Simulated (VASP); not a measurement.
Wanted: the native input for a VASP 6.6.1 run.

- Task: single point
- Functional: PBE
- Potentials or basis: VASP PAW PBE potentials, release 64 (Ca_sv, Si, Se)
- Cutoff: 520 eV
- k mesh: 8 × 8 × 8
- Occupations: gaussian, width 0.1 eV
- Spin: no spin polarisation
- Dipole correction: no
- Further INCAR settings: ALGO = Fast; EDIFF = 1e-06; NBANDS = 40

The structure of Ca2SiSe6 lies in POSCAR:

```
Ca2SiSe6
1.0
    0.0000000000      4.7559912979      4.7559912979
    4.7559912979      0.0000000000      4.7559912979
    4.7559912979      4.7559912979      0.0000000000
Ca Si Se
2 1 6
Direct
    0.7500000000      0.7500000000      0.7500000000
    0.2500000000      0.2500000000      0.2500000000
    0.5000000000      0.5000000000      0.5000000000
    0.2488122030      0.2488122030      0.7511877970
    0.7511877970      0.7511877970      0.2488122030
    0.7511877970      0.2488122030      0.7511877970
    0.2488122030      0.7511877970      0.2488122030
    0.7511877970      0.2488122030      0.2488122030
    0.2488122030      0.7511877970      0.7511877970
```

The cell was built by a generator and needn't be a form met in nature.

The cell isn't the ideal one: species swapped into the Cs2SbBr6 type (Fm-3m, No. 225).

The input as run:

INCAR

```
SYSTEM = Ca2SiSe6
PREC = Accurate
ENCUT = 520
EDIFF = 1E-6
ISMEAR = 0
SIGMA = 0.1
LREAL = .False.
LASPH = .True.
NELM = 100
ALGO = Fast
ISIF = 2
LWAVE = .False.
LCHARG = .False.
GGA = PE
NBANDS = 40
```

KPOINTS

```
regular mesh
0
Gamma
  8 8 8
  0 0 0
```

Potentials or basis: VASP PAW PBE potentials, release 64 (Ca_sv, Si, Se).

Command:

```console
$ cat potpaw_PBE.64/Ca_sv/POTCAR potpaw_PBE.64/Si/POTCAR potpaw_PBE.64/Se/POTCAR > POTCAR
$ mpirun -np 1 vasp_std > vasp.out
```

Results of the run:

```
Pressure               : 0.1 GPa
Largest force          : 0.007 eV/Å
Band gap on the k mesh : none (metal or under the smearing width)
```

Wall time 6.2 min on 1 thread of Intel(R) Xeon(R) Platinum 8488C (Sapphire Rapids) (shared host), peak memory 0.48 GiB.
